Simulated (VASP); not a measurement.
These are PBEsol GGA, VASP's PBE PAW potentials (set 64) (plane waves; VASP 6.6.1) values and carry that method's errors.

A VASP calculation is set up with these files.

POSCAR:
```
CuI
1
    0.0000000000     2.9713053520     2.9713053520
    2.9713053520     0.0000000000     2.9713053520
    2.9713053520     2.9713053520     0.0000000000
Cu I
1 1
Direct
  0.0000000000   0.0000000000   0.0000000000
  0.2500000000   0.2500000000   0.2500000000
```

**INCAR**
```
ALGO = Normal
EDIFF = 1E-6
EDIFFG = -0.02
ENCUT = 500
GGA = PS
IBRION = 2
ISIF = 3
ISMEAR = 0
LASPH = T
LCHARG = F
LMAXMIX = 4
LREAL = F
LWAVE = F
NELM = 100
NSW = 40
PREC = Accurate
SIGMA = 0.05
SYSTEM = CuI
```

**KPOINTS**
```
Regular mesh
0
Gamma
 8 8 8
0 0 0
```

POTCAR, in this order: Cu I (PBE.64 set). Program: vasp_std.

The run wrote:

OUTCAR:
```
 ion  position               nearest neighbor table
   1  0.000  0.000  0.000-   2 2.57   2 2.57   2 2.57   2 2.57
   2  0.250  0.250  0.250-   1 2.57   1 2.57   1 2.57   1 2.57
  LATTYP: Found a face centered cubic cell.
 ALAT       =     5.9426107040
 Subroutine PRICEL returns:
 Original cell was already a primitive cell.
 Subroutine GETGRP returns: Found 24 space group operations
The static configuration has the point symmetry T_d .
The dynamic configuration has the point symmetry T_d .
 Subroutine INISYM returns: Found 24 space group operations
 Subroutine IBZKPT returns following result:
 Found     29 irreducible k-points:

 Following reciprocal coordinates:
            Coordinates               Weight
  0.000000  0.000000  0.000000      1.000000
  0.125000  0.000000  0.000000      8.000000
  0.250000  0.000000  0.000000      8.000000
  0.375000  0.000000  0.000000      8.000000
  0.500000  0.000000  0.000000      4.000000
  0.125000  0.125000  0.000000      6.000000
  0.250000  0.125000  0.000000     24.000000
  0.375000  0.125000  0.000000     24.000000
  0.500000  0.125000  0.000000     24.000000
 -0.375000  0.125000  0.000000     24.000000
 -0.250000  0.125000  0.000000     24.000000
 -0.125000  0.125000  0.000000     12.000000
  0.250000  0.250000  0.000000      6.000000
  0.375000  0.250000  0.000000     24.000000
  0.500000  0.250000  0.000000     24.000000
 -0.375000  0.250000  0.000000     24.000000
 -0.250000  0.250000  0.000000     12.000000
  0.375000  0.375000  0.000000      6.000000
  0.500000  0.375000  0.000000     24.000000
 -0.375000  0.375000  0.000000     12.000000
  0.500000  0.500000  0.000000      3.000000
  0.375000  0.250000  0.125000     24.000000
  0.500000  0.250000  0.125000     48.000000
 -0.375000  0.250000  0.125000     24.000000
...
```

### OSZICAR
```
       N       E                     dE             d eps       ncg     rms          rms(c)
DAV:   1     0.106355921045E+03    0.10636E+03   -0.77409E+03   754   0.143E+03
DAV:   2     0.100075697639E+01   -0.10536E+03   -0.99505E+02   764   0.271E+02
DAV:   3    -0.642383084953E+01   -0.74246E+01   -0.73190E+01  1048   0.848E+01
DAV:   4    -0.665447466953E+01   -0.23064E+00   -0.23050E+00   886   0.130E+01
DAV:   5    -0.666330177224E+01   -0.88271E-02   -0.88269E-02  1127   0.269E+00    0.629E+00
DAV:   6    -0.656874730234E+01    0.94554E-01   -0.56364E+00   772   0.692E+01    0.416E+00
DAV:   7    -0.632298608665E+01    0.24576E+00   -0.12291E+00   834   0.420E+01    0.184E+00
DAV:   8    -0.632626019580E+01   -0.32741E-02   -0.96917E-02  1119   0.644E+00    0.658E-01
DAV:   9    -0.632036404838E+01    0.58961E-02   -0.25141E-02   937   0.496E+00    0.238E-01
DAV:  10    -0.632046835226E+01   -0.10430E-03   -0.96347E-04   889   0.271E-01    0.191E-01
DAV:  11    -0.632035382572E+01    0.11453E-03   -0.63483E-04  1094   0.847E-01    0.382E-02
DAV:  12    -0.632037074682E+01   -0.16921E-04   -0.13455E-04  1196   0.118E-01    0.465E-02
DAV:  13    -0.632037164038E+01   -0.89356E-06   -0.16942E-06   632   0.199E-02
   1 F= -.63203716E+01 E0= -.63203716E+01  d E =-.632037E+01
       N       E                     dE             d eps       ncg     rms          rms(c)
DAV:   1    -0.633691586781E+01   -0.16545E-01   -0.27897E-01   754   0.136E+01    0.101E+00
DAV:   2    -0.632653554307E+01    0.10380E-01   -0.17036E-01   769   0.138E+01    0.421E-01
DAV:   3    -0.632049798881E+01    0.60376E-02   -0.34517E-02   769   0.633E+00    0.182E-01
DAV:   4    -0.631993180868E+01    0.56618E-03   -0.19258E-03   934   0.485E-01    0.617E-02
DAV:   5    -0.631990480436E+01    0.27004E-04   -0.61323E-05  1121   0.183E-01    0.543E-02
DAV:   6    -0.631988790298E+01    0.16901E-04   -0.15995E-05  1166   0.653E-02    0.176E-02
DAV:   7    -0.631988574533E+01    0.21576E-05   -0.47790E-06   908   0.751E-02    0.441E-03
DAV:   8    -0.631988600787E+01   -0.26254E-06   -0.18253E-06   627   0.965E-03
   2 F= -.63198860E+01 E0= -.63198860E+01  d E =0.485633E-03
       N       E                     dE             d eps       ncg     rms          rms(c)
DAV:   1    -0.632513048704E+01   -0.52447E-02   -0.78773E-02   754   0.715E+00    0.550E-01
DAV:   2    -0.632241125974E+01    0.27192E-02   -0.52308E-02   759   0.737E+00    0.242E-01
DAV:   3    -0.632042449383E+01    0.19868E-02   -0.10679E-02   754   0.365E+00    0.920E-02
DAV:   4    -0.632028269895E+01    0.14179E-03   -0.57252E-04   764   0.163E-01    0.376E-02
DAV:   5    -0.632027090861E+01    0.11790E-04   -0.34700E-05   996   0.178E-01    0.305E-02
DAV:   6    -0.632026727148E+01    0.36371E-05   -0.62949E-06  1115   0.271E-02    0.152E-02
DAV:   7    -0.632026565039E+01    0.16211E-05   -0.25665E-06   662   0.585E-02    0.189E-03
DAV:   8    -0.632026567557E+01   -0.25178E-07   -0.79693E-07   445   0.692E-03
   3 F= -.63202657E+01 E0= -.63202657E+01  d E =0.105965E-03
       N       E                     dE             d eps       ncg     rms          rms(c)
DAV:   1    -0.632076415685E+01   -0.49851E-03   -0.71522E-03   754   0.217E+00    0.165E-01
DAV:   2    -0.632051365963E+01    0.25050E-03   -0.46307E-03   764   0.222E+00    0.715E-02
DAV:   3    -0.632034013893E+01    0.17352E-03   -0.94369E-04   759   0.108E+00    0.281E-02
DAV:   4    -0.632032695380E+01    0.13185E-04   -0.50838E-05   789   0.546E-02    0.108E-02
DAV:   5    -0.632032604539E+01    0.90841E-06   -0.23404E-06   775   0.466E-02
   4 F= -.63203260E+01 E0= -.63203260E+01  d E =0.455950E-04
       N       E                     dE             d eps       ncg     rms          rms(c)
DAV:   1    -0.632077674733E+01   -0.44979E-03   -0.66610E-03   754   0.208E+00    0.161E-01
DAV:   2    -0.632053880532E+01    0.23794E-03   -0.43834E-03   764   0.216E+00    0.695E-02
DAV:   3    -0.632037397379E+01    0.16483E-03   -0.90084E-04   759   0.105E+00    0.276E-02
DAV:   4    -0.632036095814E+01    0.13016E-04   -0.47005E-05   794   0.532E-02    0.108E-02
DAV:   5    -0.632036009060E+01    0.86754E-06   -0.18829E-06   644   0.437E-02
   5 F= -.63203601E+01 E0= -.63203601E+01  d E =0.115498E-04
```

File OUTCAR:
```
------------------------ aborting loop because EDIFF is reached ----------------------------------------
  FORCE on cell =-STRESS in cart. coord.  units (eV):
  Direction    XX          YY          ZZ          XY          YZ          ZX
  --------------------------------------------------------------------------------------
  Total       -0.0219375     -0.0219375     -0.0219375      0.0000000     -0.0000000      0.0000000
  in kB       -0.6691194     -0.6691194     -0.6691194      0.0000000     -0.0000000      0.0000000
  external PRESSURE =      -0.6691194 kB  Pullay stress =       0.0000000 kB
  volume of cell :       52.53
      direct lattice vectors                 reciprocal lattice vectors
     0.000000000  2.972497941  2.972497941    -0.168208695  0.168208695  0.168208695
     2.972497941  0.000000000  2.972497941     0.168208695 -0.168208695  0.168208695
     2.972497941  2.972497941 -0.000000000     0.168208695  0.168208695 -0.168208695
  FREE ENERGIE OF THE ION-ELECTRON SYSTEM (eV)
  ---------------------------------------------------
  free  energy   TOTEN  =        -6.3203600906 eV

  energy  without entropy=       -6.3203600906  energy(sigma->0) =       -6.32036009

 reached required accuracy - stopping structural energy minimisation
```
(Selected blocks of OUTCAR.)

**CONTCAR**
```
CuI
   1.00000000000000
     0.0000000000000000    2.9724979406837972    2.9724979406837972
     2.9724979406837972    0.0000000000000000    2.9724979406837972
     2.9724979406837972    2.9724979406837972   -0.0000000000000000
  Cu              I
     1     1
Direct
     0.0000000000000000    0.0000000000000000    0.0000000000000000
     0.2500000000000000    0.2500000000000000    0.2500000000000000
```

The compound is CuI in the zinc blende structure. This run relaxes it. Symmetry was kept, so distortions that lower it aren't found.
